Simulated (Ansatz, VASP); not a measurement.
# Ti (Titanium) in two plane-wave programs, part 2 of 2

Aim: how closely do two programs agree when they are given the same cell, functional and k mesh? The cell is taken from a series of runs on this material, whose earlier steps may have relaxed, scaled, displaced or heated it; both programs get it as it stands.

VASP 6.6.1 and Ansatz 0.2.0.

So far: The structure; Ansatz: zone-centre phonons, LDA.

### 3. VASP: zone-centre phonons, LDA

Level of this step: LDA; plane waves and PAW (Ti_sv) (VASP).

The same cell, functional (in two slightly different forms), mesh and smearing now go to VASP, with its own data sets.

Lines of VASP's logs that name or quote its potential files are left out, and so is its time.

The input, INCAR:

```
SYSTEM = Ti
PREC = Accurate
ENCUT = 500
EDIFF = 1E-08
NELM = 120
ISMEAR = 1
SIGMA = 0.2
LREAL = .FALSE.
ALGO = Normal
GGA = CA
NBANDS = 18
LASPH = .TRUE.
LORBIT = 11
LWAVE = .FALSE.
LCHARG = .FALSE.
ISIF = 2
IBRION = 8
GGA_COMPAT = .FALSE.
KPAR = 2
```

The input, POSCAR:

```
Ti
1.0
    2.9219264755      0.0000000000      0.0000000000
   -1.4609632377      2.5304625558      0.0000000000
    0.0000000000      0.0000000000      4.6160148338
Ti
2
Direct
    0.3333333333      0.6666666667      0.2500000000
    0.6666666667      0.3333333333      0.7500000000
```

The input, KPOINTS:

```
Automatic mesh
0
Gamma
18 18 12
0 0 0
```

The projector-augmented-wave data sets are Ti_sv (LDA family, release 64).

Command:

```bash
mpirun -np 2 vasp_std
```

Numbers of over 12 decimals in the logs are rounded to 6 here.

Log:

```text
[banner, memory and clock lines left out]
running    2 mpi-ranks, on    1 nodes
 distrk:  each k-point on    1 cores,    2 groups
 distr:  one band on    1 cores,    1 groups

 POSCAR found type information on POSCAR Ti
 POSCAR found :  1 types and       2 ions
 LDA part: xc-table for (Slater(with rela. corr.)+CA(PZ))
 , standard interpolation
 POSCAR, INCAR and KPOINTS ok, starting setup
 FFT: planning ... GRIDC
 FFT: planning ... GRID_SOFT
 FFT: planning ... GRID
 WAVECAR not read
 entering main loop
       N       E                     dE             d eps       ncg     rms          rms(c)
DAV:   1     0.251798800636E+03    0.25180E+03   -0.12951E+04  9340   0.162E+03
DAV:   2     0.100890804416E+02   -0.24171E+03   -0.23863E+03  9538   0.448E+02
DAV:   3    -0.179923812573E+02   -0.28081E+02   -0.27770E+02 17522   0.125E+02
DAV:   4    -0.191197002313E+02   -0.11273E+01   -0.11262E+01 10660   0.264E+01
DAV:   5    -0.191742334148E+02   -0.54533E-01   -0.54524E-01 14528   0.408E+00    0.118E+01
DAV:   6    -0.170660401213E+02    0.21082E+01   -0.78723E+00 10992   0.286E+01    0.294E+00
DAV:   7    -0.170422439964E+02    0.23796E-01   -0.73494E-01 14146   0.612E+00    0.199E+00
DAV:   8    -0.170633767107E+02   -0.21133E-01   -0.21300E-01 10852   0.582E+00    0.702E-01
DAV:   9    -0.170547666130E+02    0.86101E-02   -0.47920E-02 11096   0.239E+00    0.724E-02
DAV:  10    -0.170551516815E+02   -0.38507E-03   -0.26646E-03 13618   0.345E-01    0.921E-02
DAV:  11    -0.170551894489E+02   -0.37767E-04   -0.21495E-04 11396   0.122E-01    0.365E-02
DAV:  12    -0.170551815882E+02    0.78607E-05   -0.34262E-05 11336   0.535E-02    0.554E-03
DAV:  13    -0.170551812703E+02    0.31787E-06   -0.23347E-06 12996   0.137E-02    0.160E-03
DAV:  14    -0.170551814808E+02   -0.21045E-06   -0.27637E-07 12386   0.403E-03    0.289E-04
DAV:  15    -0.170551814983E+02   -0.17517E-07   -0.15412E-08  7516   0.883E-04    0.118E-04
DAV:  16    -0.170551814952E+02    0.30691E-08   -0.19842E-09  5340   0.461E-04
   1 F= -.17055181E+02 E0= -.17056670E+02  d E =0.446483E-02
 Linear response reoptimize wavefunctions to high precision
DAV:   1    -0.170551814964E+02   -0.12283E-08   -0.70449E-10  5672   0.272E-04
DAV:   2    -0.170551814965E+02   -0.13188E-10   -0.23866E-10  5254   0.149E-04
 Linear response DOF=           2
 Linear response progress:
  Degree of freedom:   1/  2
       N       E                     dE             d eps       ncg     rms          rms(c)
RMM:   1    -0.563410696047E+00   -0.56341E+00    0.29042E+01 41458   0.137E+02
RMM:   2    -0.542850908600E+00    0.20560E-01   -0.33738E-01 74955   0.468E+00    0.268E-01
RMM:   3    -0.539899805928E+00    0.29511E-02   -0.19893E-02 84044   0.123E+00    0.118E-01
RMM:   4    -0.540314215044E+00   -0.41441E-03   -0.80955E-03 98747   0.534E-01    0.161E-02
RMM:   5    -0.540954502518E+00   -0.64029E-03   -0.14705E-03104174   0.202E-01    0.109E-02
RMM:   6    -0.541304611133E+00   -0.35011E-03   -0.63591E-04103069   0.996E-02    0.132E-02
RMM:   7    -0.541804127539E+00   -0.49952E-03   -0.11854E-04 95492   0.491E-02    0.353E-03
RMM:   8    -0.542027414983E+00   -0.22329E-03   -0.51837E-05102980   0.273E-02    0.807E-04
RMM:   9    -0.542044673892E+00   -0.17259E-04   -0.14375E-05106832   0.136E-02    0.406E-04
RMM:  10    -0.542058590376E+00   -0.13916E-04    0.57567E-06105150   0.734E-03    0.164E-04
RMM:  11    -0.542065861983E+00   -0.72716E-05   -0.73340E-06105999   0.424E-03    0.120E-04
RMM:  12    -0.542065003906E+00    0.85808E-06   -0.19876E-07105890   0.252E-03    0.457E-05
RMM:  13    -0.542063029798E+00    0.19741E-05   -0.45802E-06104669   0.165E-03    0.619E-05
RMM:  14    -0.542065886713E+00   -0.28569E-05   -0.21872E-06100976   0.115E-03    0.161E-05
[...]
RMM:  23    -0.542066200168E+00    0.35792E-08   -0.52333E-07105298   0.233E-04    0.190E-06
RMM:  24    -0.542066202795E+00   -0.26265E-08   -0.44599E-07104159   0.217E-04    0.291E-06
RMM:  25    -0.542066224058E+00   -0.21263E-07   -0.30253E-07 99070   0.204E-04    0.270E-06
RMM:  26    -0.542066227861E+00   -0.38030E-08   -0.23157E-07 95423   0.194E-04    0.356E-06
RMM:  27    -0.542066224693E+00    0.31681E-08   -0.15836E-07 94152   0.186E-04    0.335E-06
RMM:  28    -0.542066223865E+00    0.82782E-09   -0.16155E-07 94586   0.179E-04    0.439E-06
RMM:  29    -0.542066197669E+00    0.26197E-07   -0.75425E-08 98777   0.175E-04    0.605E-06
RMM:  30    -0.542066207350E+00   -0.96816E-08   -0.77656E-08 96011   0.170E-04    0.462E-06
 first order change of Fermi-energy   0.53363E-04
 force on displaced ion       1 direction 1 :  -1.261  -0.000   0.000
 Linear response progress:
  Degree of freedom:   2/  2
       N       E                     dE             d eps       ncg     rms          rms(c)
RMM:   1    -0.663020809502E+00   -0.66302E+00    0.31994E+01 14251   0.139E+02
RMM:   2    -0.633143932545E+00    0.29877E-01   -0.34232E-01 26183   0.472E+00    0.280E-01
RMM:   3    -0.630918075203E+00    0.22259E-02   -0.24038E-02 28836   0.128E+00    0.123E-01
RMM:   4    -0.632282772877E+00   -0.13647E-02   -0.10729E-02 32975   0.570E-01    0.545E-02
RMM:   5    -0.632678268009E+00   -0.39550E-03   -0.17245E-03 31050   0.228E-01    0.202E-02
RMM:   6    -0.633262342415E+00   -0.58407E-03   -0.77742E-04 35098   0.119E-01    0.111E-02
RMM:   7    -0.633606023576E+00   -0.34368E-03   -0.13171E-04 34656   0.533E-02    0.701E-03
RMM:   8    -0.634095739559E+00   -0.48972E-03   -0.44345E-05 31647   0.321E-02    0.218E-03
RMM:   9    -0.634112467814E+00   -0.16728E-04   -0.13187E-05 35071   0.165E-02    0.777E-04
RMM:  10    -0.634093821714E+00    0.18646E-04   -0.98194E-06 35236   0.906E-03    0.229E-04
RMM:  11    -0.634096165281E+00   -0.23436E-05   -0.75909E-06 36739   0.534E-03    0.197E-04
RMM:  12    -0.634101535423E+00   -0.53701E-05   -0.53790E-06 34596   0.338E-03    0.882E-05
RMM:  13    -0.634104476512E+00   -0.29411E-05   -0.41840E-06 36074   0.230E-03    0.685E-05
RMM:  14    -0.634102989049E+00    0.14875E-05   -0.35977E-06 35425   0.160E-03    0.252E-05
[...]
RMM:  20    -0.634103684968E+00   -0.19151E-06   -0.18050E-06 31668   0.559E-04    0.112E-05
RMM:  21    -0.634103844344E+00   -0.15938E-06   -0.14292E-06 32275   0.515E-04    0.152E-05
RMM:  22    -0.634103864100E+00   -0.19756E-07   -0.13355E-06 35790   0.453E-04    0.111E-05
RMM:  23    -0.634103876541E+00   -0.12441E-07   -0.98355E-07 35878   0.414E-04    0.103E-05
RMM:  24    -0.634103899798E+00   -0.23258E-07   -0.12293E-06 34526   0.384E-04    0.946E-06
RMM:  25    -0.634103891624E+00    0.81743E-08   -0.86096E-07 33667   0.361E-04    0.795E-06
RMM:  26    -0.634103903338E+00   -0.11714E-07   -0.10054E-06 34595   0.339E-04    0.857E-06
RMM:  27    -0.634103907049E+00   -0.37104E-08   -0.48986E-07 34627   0.321E-04    0.920E-06
 first order change of Fermi-energy  -0.17044E-03
 force on displaced ion       1 direction 3 :   0.000  -0.000  -2.450
 Linear response finished
```

Parts of OUTCAR (step 3):

```text
ion  position               nearest neighbor table
   1  0.333  0.667  0.250-   2 2.86   2 2.86   2 2.86   2 2.86   2 2.86   2 2.86
   2  0.667  0.333  0.750-   1 2.86   1 2.86   1 2.86   1 2.86   1 2.86   1 2.86

  LATTYP: Found a hexagonal cell.
 ALAT       =     2.9219264755
 C/A-ratio  =     1.5797847319

 Subroutine GETGRP returns: Found 24 space group operations
 (whereof 12 operations were pure point group operations)

The static configuration has the point symmetry D_3d.
 The point group associated with its full space group is D_6h.

 Found    259 irreducible k-points:

   k-points           NKPTS =    259   k-points in BZ     NKDIM =    259   number of bands    NBANDS=     18

   dimension x,y,z NGX =    24 NGY =   24 NGZ =   36
   dimension x,y,z NGXF=    48 NGYF=   48 NGZF=   72

   ENCUT  =  500.0 eV  36.75 Ry    6.06 a.u.   5.33  5.33  8.42*2*pi/ulx,y,z

   NELECT =      24.0000    total number of electrons

 k-points in reciprocal lattice and weights: Automatic mesh
   0.00000000  0.00000000  0.00000000       0.000
   0.05555556 -0.00000000  0.00000000       0.002
   0.11111111 -0.00000000  0.00000000       0.002
   0.16666667 -0.00000000  0.00000000       0.002
   0.22222222 -0.00000000  0.00000000       0.002
   0.27777778  0.00000000  0.00000000       0.002
   0.33333333 -0.00000000  0.00000000       0.002
   0.38888889 -0.00000000  0.00000000       0.002
   0.44444444 -0.00000000  0.00000000       0.002
[...]
0.33333333  0.27777778  0.50000000       0.003
   0.33333333  0.33333333  0.50000000       0.001

 average (electrostatic) potential at core
       1 -72.3689       2 -72.3689

  Total       -1.4536812     -1.4536812     -1.4539037     -0.0000000      0.0000000      0.0000000
  in kB      -68.2406802    -68.2406802    -68.2511262     -0.0000000      0.0000000      0.0000000
  external PRESSURE =     -68.2441622 kB  Pullay stress =       0.0000000 kB

  energy-cutoff  :      500.00
  volume of cell :       34.13
      direct lattice vectors                 reciprocal lattice vectors
     2.921926475  0.000000000  0.000000000     0.342239960  0.197592333  0.000000000
    -1.460963238  2.530462556  0.000000000     0.000000000  0.395184666  0.000000000
     0.000000000  0.000000000  4.616014834     0.000000000  0.000000000  0.216637085

 POSITION                                       TOTAL-FORCE (eV/Angst)
 -----------------------------------------------------------------------------------
     -0.00000      1.68698      1.15400         0.000000      0.000000      0.000000
      1.46096      0.84349      3.46201        -0.000000      0.000000      0.000000
 -----------------------------------------------------------------------------------
    total drift:                                0.000000     -0.000000      0.000000

 Eigenvectors and eigenvalues of the dynamical matrix
 ----------------------------------------------------

   1 f  =    5.000929 THz    31.421763 2PiTHz  166.813030 cm-1    20.682171 meV
             X         Y         Z           dx          dy          dz
     -0.000000  1.686975  1.154004     0.000000    0.000000    0.707107
      1.460963  0.843488  3.462011    -0.000000   -0.000000   -0.707107

   2 f  =    3.587395 THz    22.540265 2PiTHz  119.662604 cm-1    14.836265 meV
             X         Y         Z           dx          dy          dz
     -0.000000  1.686975  1.154004    -0.363780   -0.606353   -0.000000
      1.460963  0.843488  3.462011     0.363780    0.606353   -0.000000

   3 f  =    3.587395 THz    22.540265 2PiTHz  119.662604 cm-1    14.836265 meV
             X         Y         Z           dx          dy          dz
     -0.000000  1.686975  1.154004    -0.606353    0.363780    0.000000
      1.460963  0.843488  3.462011     0.606353   -0.363780    0.000000

   4 f  =    0.000000 THz     0.000000 2PiTHz    0.000002 cm-1     0.000000 meV
             X         Y         Z           dx          dy          dz
     -0.000000  1.686975  1.154004     0.000146    0.001798   -0.707104
      1.460963  0.843488  3.462011     0.000146    0.001798   -0.707104

   5 f/i=    0.000000 THz     0.000000 2PiTHz    0.000000 cm-1     0.000000 meV
             X         Y         Z           dx          dy          dz
     -0.000000  1.686975  1.154004    -0.704815   -0.056879   -0.000290
      1.460963  0.843488  3.462011    -0.704815   -0.056879   -0.000290

   6 f/i=    0.000000 THz     0.000000 2PiTHz    0.000002 cm-1     0.000000 meV
             X         Y         Z           dx          dy          dz
     -0.000000  1.686975  1.154004    -0.056880    0.704813    0.001780
      1.460963  0.843488  3.462011    -0.056880    0.704813    0.001780

 ELASTIC MODULI CONTR FROM IONIC RELAXATION (kBar)
 Direction    XX          YY          ZZ          XY          YZ          ZX
 --------------------------------------------------------------------------------
 XX        -140.5457    140.5457      0.0000     -0.0000      0.0000     -0.0000
 YY         140.5457   -140.5457     -0.0000     -0.0000     -0.0000      0.0000
 ZZ           0.0000     -0.0000     -0.0000     -0.0000     -0.0000      0.0000
 XY          -0.0000     -0.0000     -0.0000   -140.5457      0.0000     -0.0000
 YZ           0.0000     -0.0000     -0.0000      0.0000     -0.0000      0.0000
 ZX          -0.0000      0.0000      0.0000     -0.0000      0.0000     -0.0000
 --------------------------------------------------------------------------------
```

### 4. Differences

Known differences besides the potentials themselves: the two LDA forms differ slightly; the cutoff is 420 eV in Ansatz and 500 eV in VASP; VASP's log shows a relativistic correction to its local exchange, Ansatz's none. Total energies have different zeros and are not compared.

Compared:

```
                  quantity  Ansatz   VASP  difference
optical mode 1 to 2 (cm⁻¹)   120.0  119.7     +0.32 %
     optical mode 3 (cm⁻¹)   164.9  166.8     -1.13 %
```

Modes are paired by rising frequency, not by their patterns, so a pair may set unlike modes beside each other; they are those without the splitting of longitudinal modes.

### 5. Summary of results

```yaml
r_m_s_difference_of_the_optical_zone_centre_modes_each_program_s_sorted_by_frequency_zone_centre_phonons_lda: 1.1 cm⁻¹
difference_in_optical_mode_3_zone_centre_phonons_lda: -1.1 %
```

**Reading.** The r.m.s. difference of the optical zone-centre modes, each program's sorted by frequency is 1.1 cm⁻¹ (zone-centre phonons, LDA). Among the rows given in per cent, the largest difference of the zone-centre phonons, LDA pair is in optical mode 3, -1.1 %. How closely two codes agree says nothing of how well the functional describes the real material.

[Lines on the potential files, build, host, timing and source positions are cut from VASP's logs without a mark.]

[Logs are printed without paths, hosts, clocks, repeated set-up lines and the standing remarks that a program may print on its own settings, such as how far it seeks lower states.]

[Hosts, paths, dates, database ids (printed as entryN), source tags and the programs' standing remarks are cut or masked in the printed files.]
